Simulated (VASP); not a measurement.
# Si (Fd-3m) in VASP: notebook, part 2 of 2

VASP 6.6.1.

### Step 3. Relaxation of cell and atoms, r2SCAN

This run uses another cell than the first one, of 20.12 Å³/atom, 0.998 times its volume.

POSCAR

```
Si
1.0
    0.0000000000      2.7200000000      2.7200000000
    2.7200000000      0.0000000000      2.7200000000
    2.7200000000      2.7200000000      0.0000000000
Si
2
Direct
    0.0000000000      0.0000000000      0.0000000000
    0.2500000000      0.2500000000      0.2500000000
```

INCAR.step1

```
PREC = Accurate
ENCUT = 600
ISMEAR = 0
SIGMA = 0.02
LREAL = False
LASPH = True
NELM = 100
GGA = PE
ALGO = Normal
EDIFF = 1E-4
LWAVE = True
LCHARG = False
```

INCAR.step2

```
PREC = Accurate
ENCUT = 600
EDIFF = 1E-6
ISMEAR = 0
SIGMA = 0.02
LREAL = False
LASPH = True
NELM = 100
ALGO = Normal
ISIF = 3
LWAVE = False
LCHARG = False
METAGGA = R2SCAN
LMIXTAU = True
IBRION = 2
NSW = 100
EDIFFG = -0.002
ISTART = 1
```

KPOINTS

```
regular mesh
0
Gamma
  10 10 10
```

Potentials or basis: VASP PAW PBE potentials, release 64 (Si).

Run with:

```console
$ cat potpaw_PBE.64/Si/POTCAR > POTCAR
$ cp INCAR.step1 INCAR
$ mpirun -np 1 vasp_std > vasp.out
$ cp INCAR.step2 INCAR
$ mpirun -np 1 vasp_std > vasp.out
```

OUTCAR:

```text
PREC = Accurate
   ENCUT = 600
   EDIFF = 1E-6
   ISMEAR = 0
   LREAL = False
   LASPH = True
   NELM = 100
   ISIF = 3
   METAGGA = R2SCAN
   IBRION = 2
   NSW = 100
   EDIFFG = -0.002
   ISTART = 1

 ion  position               nearest neighbor table
   1  0.000  0.000  0.000-   2 2.36   2 2.36   2 2.36   2 2.36
   2  0.250  0.250  0.250-   1 2.36   1 2.36   1 2.36   1 2.36

  LATTYP: Found a face centered cubic cell.
 ALAT       =     5.4400000000
[... 459 lines left out ...]

  FORCE on cell =-STRESS in cart. coord.  units (eV):
  Direction    XX          YY          ZZ          XY          YZ          ZX
  --------------------------------------------------------------------------------------
  -------------------------------------------------------------------------------------
  Total       -0.0027642     -0.0027642     -0.0027642      0.0000000      0.0000000      0.0000000
  in kB       -0.1100399     -0.1100399     -0.1100399      0.0000000      0.0000000      0.0000000
  external PRESSURE =      -0.1100399 kB  Pullay stress =       0.0000000 kB

 VOLUME and BASIS-vectors are now :
 -----------------------------------------------------------------------------
  energy-cutoff  :      600.00
  volume of cell :       40.25
      direct lattice vectors                 reciprocal lattice vectors
     0.000000000  2.720000000  2.720000000    -0.183823529  0.183823529  0.183823529
     2.720000000  0.000000000  2.720000000     0.183823529 -0.183823529  0.183823529
     2.720000000  2.720000000  0.000000000     0.183823529  0.183823529 -0.183823529

 POSITION                                       TOTAL-FORCE (eV/Angst)
 -----------------------------------------------------------------------------------
      0.00000      0.00000      0.00000        -0.000000      0.000000     -0.000000
      1.36000      1.36000      1.36000         0.000000     -0.000000      0.000000
 -----------------------------------------------------------------------------------
    total drift:                               -0.000000     -0.000000      0.000000

  FREE ENERGIE OF THE ION-ELECTRON SYSTEM (eV)
  ---------------------------------------------------
  free  energy   TOTEN  =       -17.5495910877 eV

  energy  without entropy=      -17.5495910877  energy(sigma->0) =      -17.54959109

 reached required accuracy - stopping structural energy minimisation
```

Run time: 23 s. Hardware: 1 thread of Intel Xeon 6975P-C (Granite Rapids), shared host; peak memory 0.17 GiB.

What came out:

- Free energy: -17.5496 eV
- Pressure after relaxing: 0.0 GPa
- Band gap on the k mesh: 0.79 eV, indirect (least direct gap 2.76 eV)

Final structure:
```
Si
1.0
     0.00000    2.72000    2.72000
     2.72000    0.00000    2.72000
     2.72000    2.72000    0.00000
Si
2
Direct
  0.00000 0.00000 0.00000
  0.25000 0.25000 0.25000
```

Levels at points of the mesh, in eV from the valence-band top:
| k point | band 2 | band 3 | band 4 | band 5 | band 6 | band 7 |
| --- | --- | --- | --- | --- | --- | --- |
| (0.00, 0.00, 0.00) | 0.00 | 0.00 | 0.00 | 2.76 | 2.76 | 2.76 |
| (0.50, 0.00, 0.00) | -7.24 | -1.27 | -1.27 | 1.87 | 3.59 | 3.59 |
| (0.50, 0.50, 0.00) | -8.14 | -3.00 | -3.00 | 0.93 | 0.93 | 10.84 |

Caveat: the relaxation stopped at its first step, so nothing moved; the PAW data sets were made with another functional, which shifts forces and pressure a little. A k mesh can miss the band edges.

### Step 4. Single point, r2SCAN

POSCAR

```
Si
1.0
    0.0000000000      2.7219898884      2.7219898884
    2.7219898884      0.0000000000      2.7219898884
    2.7219898884      2.7219898884      0.0000000000
Si
2
Direct
    0.0000000000      0.0000000000      0.0000000000
    0.2500000000      0.2500000000      0.2500000000
```

INCAR.step1

```
SYSTEM = Si
ALGO = Normal
EDIFF = 1E-4
ENCUT = 520
GGA = PE
ISMEAR = 0
LASPH = .True.
LCHARG = .False.
LREAL = .False.
LWAVE = .True.
NBANDS = 11
NELM = 100
PREC = Accurate
SIGMA = 0.02
```

INCAR.step2

```
SYSTEM = Si
ALGO = Normal
EDIFF = 1E-6
ENCUT = 520
ISIF = 2
ISMEAR = 0
ISTART = 1
LASPH = .True.
LCHARG = .True.
LELF = .True.
LMIXTAU = .True.
LREAL = .False.
LVHAR = .True.
LWAVE = .False.
METAGGA = R2SCAN
NBANDS = 11
NELM = 100
PREC = Accurate
SIGMA = 0.02
```

KPOINTS

```
k-points
0
Gamma
  8 8 8
  0 0 0
```

Run with:

```console
$ cat potpaw_PBE.64/Si/POTCAR > POTCAR
$ cp INCAR.step1 INCAR
$ mpirun -np 1 vasp_std > vasp.out
$ cp INCAR.step2 INCAR
$ mpirun -np 1 vasp_std > vasp.out
```

Wall time 24 s (1 thread of Intel Xeon 6975P-C (Granite Rapids), shared host); peak memory 0.16 GiB.

The run converged. Its results:

- Free energy: -17.5471 eV
- Pressure: -0.2 GPa
- Band gap on the k mesh: 0.83 eV, indirect (least direct gap 2.75 eV)

Levels at points of the mesh, in eV from the valence-band top:
```tsv
k point	band 2	band 3	band 4	band 5	band 6	band 7
(0.00, 0.00, 0.00)	0.00	0.00	0.00	2.75	2.75	2.75
(0.50, 0.00, 0.00)	-7.23	-1.27	-1.27	1.86	3.59	3.59
(0.50, 0.50, 0.00)	-8.13	-2.99	-2.99	0.93	0.93	10.82
```

Caveat: the PAW data sets were made with another functional, which shifts forces and pressure a little. A k mesh can miss the band edges.

### Step 5. Overview

| task | cell | k mesh | cutoff (eV) | gap on the mesh (eV) | pressure (GPa) |
| --- | --- | --- | --- | --- | --- |
| single point | Fd-3m, 20.17 Å³/atom | 10 × 10 × 10 | 520 | 0.79 | -0.2 |
| relaxation of cell and atoms | relaxed | 10 × 10 × 10 | 600 | 0.79 | 0.0 |
| single point | Fd-3m, 20.17 Å³/atom | 8 × 8 × 8 | 520 | 0.83 | -0.2 |

Alike in all rows: level r2SCAN; potentials or basis VASP PAW PBE potentials, release 64 (Si); no spin polarisation; smearing gaussian 0.02 eV.

Caveats: the PAW data sets were made with another functional, which shifts forces and pressure a little; the relaxation stopped at its first step, so nothing moved (some runs).

Total energies depend on the potentials used, so only differences within one code and one set of settings carry meaning.
